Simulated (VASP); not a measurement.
Calculation: r2SCAN meta-GGA, VASP's PBE PAW potentials (set 64) (plane waves; VASP).

A VASP calculation is set up with these files.

### POSCAR
```
BN
1
    1.2712230378    -2.2018231076    -0.0000000000
    1.2712230378     2.2018231076    -0.0000000000
   -0.0000000000    -0.0000000000     4.2050197319
B N
2 2
Direct
  0.6666670000   0.3333330000   0.5002486094
  0.3333330000   0.6666670000   0.0002486094
  0.6666670000   0.3333330000   0.8747513906
  0.3333330000   0.6666670000   0.3747513906
```

**INCAR**
```
SYSTEM = BN
PREC = Accurate; ENCUT = 520; LREAL = .FALSE.
LASPH = .TRUE.
EDIFF = 1E-6; NELM = 100; ALGO = Normal
LMIXTAU = .TRUE.
ISMEAR = 0; SIGMA = 0.05
METAGGA = R2SCAN
IBRION = 2; NSW = 60; ISIF = 3
EDIFFG = -0.02
LWAVE = .FALSE.; LCHARG = .FALSE.
```

**KPOINTS**
```
Automatic mesh
0
Gamma
9 9 5
0 0 0
```

POTCAR, in this order: B N (PBE.64 set). Program: vasp_std.

What VASP printed:

### OUTCAR
```
 ion  position               nearest neighbor table
   1  0.667  0.333  0.500-   4 1.56   4 1.56   4 1.56   3 1.57
   2  0.333  0.667  0.000-   3 1.56   3 1.56   3 1.56   4 1.57
   3  0.667  0.333  0.875-   2 1.56   2 1.56   2 1.56   1 1.57
   4  0.333  0.667  0.375-   1 1.56   1 1.56   1 1.56   2 1.57
  LATTYP: Found a hexagonal cell.
 ALAT       =     2.5424462647
 C/A-ratio  =     1.6539266887
 Subroutine PRICEL returns:
 Original cell was already a primitive cell.
 Subroutine GETGRP returns: Found 12 space group operations
The static configuration has the point symmetry C_3v.
 The point group associated with its full space group is C_6v.
The dynamic configuration has the point symmetry C_3v.
 Subroutine INISYM returns: Found 12 space group operations
 Subroutine IBZKPT returns following result:
 Found     36 irreducible k-points:

 Following reciprocal coordinates:
            Coordinates               Weight
  0.000000  0.000000  0.000000      1.000000
  0.111111  0.000000  0.000000      6.000000
  0.222222 -0.000000  0.000000      6.000000
  0.333333 -0.000000  0.000000      6.000000
  0.444444 -0.000000  0.000000      6.000000
  0.111111  0.111111  0.000000      6.000000
  0.222222  0.111111  0.000000     12.000000
  0.333333  0.111111  0.000000     12.000000
  0.444444  0.111111  0.000000      6.000000
  0.222222  0.222222  0.000000      6.000000
  0.333333  0.222222  0.000000     12.000000
  0.333333  0.333333  0.000000      2.000000
  0.000000  0.000000  0.200000      2.000000
  0.111111  0.000000  0.200000     12.000000
  0.222222 -0.000000  0.200000     12.000000
  0.333333 -0.000000  0.200000     12.000000
  0.444444 -0.000000  0.200000     12.000000
  0.111111  0.111111  0.200000     12.000000
  0.222222  0.111111  0.200000     24.000000
  0.333333  0.111111  0.200000     24.000000
...
```

OSZICAR:
```
       N       E                     dE             d eps       ncg     rms          rms(c)
DAV:   1     0.437081226755E+02    0.43708E+02   -0.89824E+03   864   0.133E+03
DAV:   2    -0.420814071215E+02   -0.85790E+02   -0.79891E+02  1200   0.282E+02
DAV:   3    -0.447630638750E+02   -0.26817E+01   -0.26682E+01  1148   0.498E+01
DAV:   4    -0.447788840190E+02   -0.15820E-01   -0.15812E-01  1060   0.394E+00
DAV:   5    -0.447790554819E+02   -0.17146E-03   -0.17141E-03  1128   0.388E-01    0.939E+00
DAV:   6    -0.381714768155E+02    0.66076E+01   -0.33116E+00  1096   0.155E+01    0.536E+00
DAV:   7    -0.381875245334E+02   -0.16048E-01   -0.74748E-01   992   0.948E+00    0.251E+00
DAV:   8    -0.394975154448E+02   -0.13100E+01   -0.92839E-01   928   0.960E+00    0.162E+00
DAV:   9    -0.380428915662E+02    0.14546E+01   -0.43388E-01   896   0.774E+00    0.332E-01
DAV:  10    -0.382590618179E+02   -0.21617E+00   -0.76043E-02   928   0.315E+00    0.142E-01
DAV:  11    -0.382615124342E+02   -0.24506E-02   -0.49995E-03  1052   0.916E-01    0.157E-01
DAV:  12    -0.382604245494E+02    0.10879E-02   -0.34831E-03  1000   0.597E-01    0.105E-01
DAV:  13    -0.382653646573E+02   -0.49401E-02   -0.15751E-03   912   0.461E-01    0.472E-02
DAV:  14    -0.382656377111E+02   -0.27305E-03   -0.14567E-04  1052   0.133E-01    0.607E-03
DAV:  15    -0.382656221799E+02    0.15531E-04   -0.56969E-06  1068   0.303E-02    0.575E-03
DAV:  16    -0.382656304454E+02   -0.82655E-05   -0.15827E-07   612   0.543E-03    0.501E-03
DAV:  17    -0.382656176433E+02    0.12802E-04   -0.24404E-06   768   0.154E-02    0.349E-03
DAV:  18    -0.382656214171E+02   -0.37738E-05   -0.38395E-07   504   0.620E-03    0.151E-03
DAV:  19    -0.382656210170E+02    0.40008E-06   -0.40610E-08   484   0.267E-03
   1 F= -.38265621E+02 E0= -.38265621E+02  d E =-.382656E+02
       N       E                     dE             d eps       ncg     rms          rms(c)
DAV:   1    -0.382679181429E+02   -0.22967E-02   -0.81041E-02  1012   0.306E+00    0.374E-01
DAV:   2    -0.382656900703E+02    0.22281E-02   -0.76823E-03  1100   0.849E-01    0.123E-01
DAV:   3    -0.382653693309E+02    0.32074E-03   -0.72217E-04  1032   0.249E-01    0.377E-02
DAV:   4    -0.382655868442E+02   -0.21751E-03   -0.48402E-05  1004   0.957E-02    0.176E-02
DAV:   5    -0.382651359918E+02    0.45085E-03   -0.87294E-05   928   0.128E-01    0.978E-03
DAV:   6    -0.382655139190E+02   -0.37793E-03   -0.39588E-05   904   0.903E-02    0.409E-03
DAV:   7    -0.382654698497E+02    0.44069E-04   -0.17173E-06   676   0.160E-02    0.199E-03
DAV:   8    -0.382654820674E+02   -0.12218E-04   -0.30832E-07   488   0.690E-03    0.796E-04
DAV:   9    -0.382654780909E+02    0.39766E-05   -0.30339E-08   468   0.182E-03    0.408E-04
DAV:  10    -0.382654796217E+02   -0.15308E-05   -0.75434E-09   460   0.103E-03    0.196E-04
DAV:  11    -0.382654791736E+02    0.44810E-06   -0.59025E-09   448   0.768E-04
   2 F= -.38265479E+02 E0= -.38265479E+02  d E =0.141843E-03
       N       E                     dE             d eps       ncg     rms          rms(c)
DAV:   1    -0.382669243176E+02   -0.14447E-02   -0.22507E-02  1008   0.162E+00    0.197E-01
DAV:   2    -0.382662435027E+02    0.68081E-03   -0.20984E-03  1100   0.446E-01    0.655E-02
DAV:   3    -0.382662937938E+02   -0.50291E-04   -0.20382E-04  1032   0.132E-01    0.198E-02
DAV:   4    -0.382661732759E+02    0.12052E-03   -0.13217E-05   992   0.501E-02    0.940E-03
DAV:   5    -0.382663505347E+02   -0.17726E-03   -0.24215E-05   920   0.673E-02    0.524E-03
DAV:   6    -0.382662309887E+02    0.11955E-03   -0.10896E-05   896   0.472E-02    0.215E-03
DAV:   7    -0.382662540980E+02   -0.23109E-04   -0.46392E-07   460   0.823E-03    0.105E-03
DAV:   8    -0.382662479369E+02    0.61611E-05   -0.85701E-08   448   0.364E-03    0.413E-04
DAV:   9    -0.382662500750E+02   -0.21381E-05   -0.83499E-09   444   0.952E-04    0.219E-04
DAV:  10    -0.382662492739E+02    0.80111E-06   -0.21011E-09   432   0.538E-04
   3 F= -.38266249E+02 E0= -.38266249E+02  d E =-.628257E-03
```

### OUTCAR
```
------------------------ aborting loop because EDIFF is reached ----------------------------------------
  FORCE on cell =-STRESS in cart. coord.  units (eV):
  Direction    XX          YY          ZZ          XY          YZ          ZX
  --------------------------------------------------------------------------------------
  Total        0.0019561      0.0019561     -0.0003500      0.0000000      0.0000000      0.0000000
  in kB        0.1325178      0.1325178     -0.0237126      0.0000000      0.0000000      0.0000000
  external PRESSURE =       0.0804410 kB  Pullay stress =       0.0000000 kB
  volume of cell :       23.65
      direct lattice vectors                 reciprocal lattice vectors
     1.273172072 -2.205198935  0.000000000     0.392719893 -0.226736913 -0.000000000
     1.273172072  2.205198935 -0.000000000     0.392719893  0.226736913  0.000000000
     0.000000000 -0.000000000  4.211647143     0.000000000  0.000000000  0.237436795
  FREE ENERGIE OF THE ION-ELECTRON SYSTEM (eV)
  ---------------------------------------------------
  free  energy   TOTEN  =       -38.2662492739 eV

  energy  without entropy=      -38.2662492739  energy(sigma->0) =      -38.26624927

 reached required accuracy - stopping structural energy minimisation
```
(Selected blocks of OUTCAR.)

### CONTCAR
```
BN
   1.00000000000000
     1.2731720718934181   -2.2051989346799346    0.0000000000000000
     1.2731720718934181    2.2051989346799346   -0.0000000000000000
     0.0000000000000000   -0.0000000000000000    4.2116471431253730
  B               N
     2     2
Direct
     0.6666669999999968    0.3333330000000032    0.5002209778047556
     0.3333330000000032    0.6666669999999968    0.0002209778047557
     0.6666669999999968    0.3333330000000032    0.8747790221952444
     0.3333330000000032    0.6666669999999968    0.3747790221952444
```

The compound is BN in the wurtzite structure, a metastable high-pressure form. This run relaxes it. Symmetry was kept, so distortions that lower it aren't found.
